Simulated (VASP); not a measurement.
Calculation: r2SCAN meta-GGA, VASP's PBE PAW potentials (set 64) (plane waves; VASP 6.6.1).

Input for VASP

### POSCAR
```
GePd
5.1623080
  0.0000000000   0.5000000311   0.5000000311
  0.5000000311   0.0000000000   0.5000000311
  0.5000000311   0.5000000311   0.0000000000
Ge Pd
1 1
Cartesian
  0.0000000000   0.0000000000   0.0000000000
  0.5000000311   0.5000000311   0.5000000311
```

KPOINTS:
```
Automatic mesh
0
Gamma
14 14 14
0 0 0
```

INCAR:
```
SYSTEM = GePd
PREC = Accurate
ENCUT = 400
EDIFF = 1E-7
NELM = 100
ALGO = Normal
LREAL = .FALSE.
LASPH = .TRUE.
ISMEAR = -5
METAGGA = R2SCAN
LMIXTAU = .TRUE.
LMAXMIX = 4
LWAVE = .FALSE.
LCHARG = .FALSE.
LORBIT = 11
NEDOS = 601
ISIF = 2
```

File KPOINTS_OPT:
```
k-points along high-symmetry lines
10
Line-mode
Reciprocal
  0.000000   0.000000   0.000000 ! GAMMA
  0.500000   0.000000   0.500000 ! X

  0.500000   0.000000   0.500000 ! X
  0.625000   0.250000   0.625000 ! U

  0.375000   0.375000   0.750000 ! K
  0.000000   0.000000   0.000000 ! GAMMA

  0.000000   0.000000   0.000000 ! GAMMA
  0.500000   0.500000   0.500000 ! L

  0.500000   0.500000   0.500000 ! L
  0.500000   0.250000   0.750000 ! W

  0.500000   0.250000   0.750000 ! W
  0.500000   0.000000   0.500000 ! X
```

POTCAR, in this order: Ge_d Pd (PBE.64 set). Program: vasp_std.

The resulting files:

**OUTCAR**
```
 ion  position               nearest neighbor table
   1  0.000  0.000  0.000-   2 2.58   2 2.58   2 2.58   2 2.58   2 2.58   2 2.58
   2  0.500  0.500  0.500-   1 2.58   1 2.58   1 2.58   1 2.58   1 2.58   1 2.58
  LATTYP: Found a face centered cubic cell.
 ALAT       =     5.1623083214
 Subroutine PRICEL returns:
 Original cell was already a primitive cell.
 Subroutine GETGRP returns: Found 48 space group operations
The static configuration has the point symmetry O_h .
The dynamic configuration has the point symmetry O_h .
 Subroutine INISYM returns: Found 48 space group operations
 Subroutine IBZKPT returns following result:
 Found    104 irreducible k-points:

 Following reciprocal coordinates:
            Coordinates               Weight
  0.000000  0.000000  0.000000      1.000000
  0.071429  0.000000  0.000000      8.000000
  0.142857  0.000000  0.000000      8.000000
  0.214286  0.000000  0.000000      8.000000
  0.285714  0.000000  0.000000      8.000000
  0.357143  0.000000  0.000000      8.000000
  0.428571  0.000000  0.000000      8.000000
  0.500000  0.000000  0.000000      4.000000
  0.071429  0.071429  0.000000      6.000000
...
```

### OSZICAR
```
       N       E                     dE             d eps       ncg     rms          rms(c)
DAV:   1     0.101294022578E+03    0.10129E+03   -0.11334E+04  3760   0.323E+03
DAV:   2    -0.294422563290E+02   -0.13074E+03   -0.12811E+03  3528   0.531E+02
DAV:   3    -0.412566050736E+02   -0.11814E+02   -0.11776E+02  3792   0.109E+02
DAV:   4    -0.414972595142E+02   -0.24065E+00   -0.24068E+00  4040   0.151E+01
DAV:   5    -0.415032511256E+02   -0.59916E-02   -0.59924E-02  4288   0.253E+00    0.773E+00
DAV:   6    -0.369962403220E+02    0.45070E+01   -0.69473E+00  3360   0.237E+01    0.488E+00
DAV:   7    -0.369278923447E+02    0.68348E-01   -0.84957E-01  3416   0.765E+00    0.234E+00
DAV:   8    -0.369474637019E+02   -0.19571E-01   -0.24082E-01  3504   0.325E+00    0.105E+00
DAV:   9    -0.369382955058E+02    0.91682E-02   -0.67387E-02  3416   0.239E+00    0.152E-01
DAV:  10    -0.369426019694E+02   -0.43065E-02   -0.77014E-03  3480   0.803E-01    0.602E-02
DAV:  11    -0.369435134797E+02   -0.91151E-03   -0.17243E-03  3448   0.369E-01    0.613E-02
DAV:  12    -0.369437295192E+02   -0.21604E-03   -0.81894E-04  3472   0.277E-01    0.146E-02
DAV:  13    -0.369439398398E+02   -0.21032E-03   -0.13518E-04  3552   0.125E-01    0.131E-02
DAV:  14    -0.369439154522E+02    0.24388E-04   -0.20015E-05  3608   0.495E-02    0.174E-03
DAV:  15    -0.369439494314E+02   -0.33979E-04   -0.45692E-06  3632   0.236E-02    0.157E-03
DAV:  16    -0.369439378912E+02    0.11540E-04   -0.67948E-07  3520   0.104E-02    0.102E-03
DAV:  17    -0.369439454438E+02   -0.75526E-05   -0.29100E-07  3552   0.688E-03    0.420E-04
DAV:  18    -0.369439425639E+02    0.28799E-05   -0.36230E-08  2104   0.269E-03    0.936E-05
DAV:  19    -0.369439429864E+02   -0.42248E-06   -0.26879E-09  1816   0.693E-04    0.479E-05
DAV:  20    -0.369439430124E+02   -0.26040E-07   -0.42184E-10  1760   0.235E-04
   1 F= -.36943943E+02 E0= -.36943943E+02  d E =0.000000E+00
       N       E                     dE             ncg
```

### OUTCAR
```
------------------------ aborting loop because EDIFF is reached ----------------------------------------
  FORCE on cell =-STRESS in cart. coord.  units (eV):
  Direction    XX          YY          ZZ          XY          YZ          ZX
  --------------------------------------------------------------------------------------
  Total        0.0385979      0.0385979      0.0385979     -0.0000000      0.0000000      0.0000000
  in kB        1.7980514      1.7980514      1.7980514     -0.0000000      0.0000000      0.0000000
  external PRESSURE =       1.7980514 kB  Pullay stress =       0.0000000 kB
  volume of cell :       34.39
      direct lattice vectors                 reciprocal lattice vectors
     0.000000000  2.581154161  2.581154161    -0.193711793  0.193711793  0.193711793
     2.581154161  0.000000000  2.581154161     0.193711793 -0.193711793  0.193711793
     2.581154161  2.581154161  0.000000000     0.193711793  0.193711793 -0.193711793
 POSITION                                       TOTAL-FORCE (eV/Angst)
 -----------------------------------------------------------------------------------
      0.00000      0.00000      0.00000         0.000000      0.000000     -0.000000
      2.58115      2.58115      2.58115        -0.000000     -0.000000      0.000000
 -----------------------------------------------------------------------------------
    total drift:                                0.000000     -0.000000     -0.000000
  FREE ENERGIE OF THE ION-ELECTRON SYSTEM (eV)
  ---------------------------------------------------
  free  energy   TOTEN  =       -36.9439430124 eV

  energy  without entropy=      -36.9439430124  energy(sigma->0) =      -36.94394301

 total charge

# of ion       s       p       d       tot
------------------------------------------
    1        1.164   1.082  10.043  12.289
    2        0.565   0.412   8.606   9.582
--------------------------------------------------
tot          1.729   1.494  18.649  21.872
```
(Selected blocks of OUTCAR.)

File OUTCAR:
```
 val. band max:        7.9467046313   @ k =   0.4286   0.4286   0.0000

 cond. band min:       7.7080112378   @ k =  -0.2143   0.3571   0.1429


 Fermi energy:         7.9020603441

 k-point     1 :       0.0000    0.0000    0.0000
  band No.  band energies     occupation
      1     -17.5649      2.00000
      2     -17.5649      2.00000
      3     -17.5328      2.00000
      4     -17.5328      2.00000
      5     -17.5327      2.00000
      6      -3.9723      2.00000
      7       4.3116      2.00000
      8       4.3116      2.00000
      9       4.3116      2.00000
     10       4.4576      2.00000
     11       4.4576      2.00000
     12      10.8555      0.00000
     13      10.8556      0.00000
     14      10.8556      0.00000
     15      16.5584      0.00000
     16      18.6967      0.00000

 k-point     2 :       0.0714    0.0000    0.0000
  band No.  band energies     occupation
      1     -17.5643      2.00000
      2     -17.5643      2.00000
      3     -17.5326      2.00000
      4     -17.5322      2.00000
      5     -17.5322      2.00000
      6      -3.8844      2.00000
      7       4.2636      2.00000
      8       4.3093      2.00000
      9       4.3093      2.00000
     10       4.4134      2.00000
     11       4.4134      2.00000
     12      10.3957      0.00000
     13      10.9877      0.00000
     14      10.9878      0.00000
     15      16.9608      0.00000
     16      18.3536      0.00000

 k-point     3 :       0.1429    0.0000    0.0000
  band No.  band energies     occupation
      1     -17.5624      2.00000
      2     -17.5624      2.00000
      3     -17.5317      2.00000
      4     -17.5304      2.00000
      5     -17.5304      2.00000
      6      -3.6233      2.00000
      7       4.1097      2.00000
      8       4.1366      2.00000
      9       4.1366      2.00000
     10       4.4717      2.00000
     11       4.4717      2.00000
     12       9.3698      0.00000
     13      11.3492      0.00000
...
```

For a metal the tetrahedron method with Blöchl corrections gives inexact stress and forces.

The structure was generated: GePd was put into the rocksalt type (Fm-3m), which need not be its known phase. It was relaxed first, which changed the volume by -15 %.
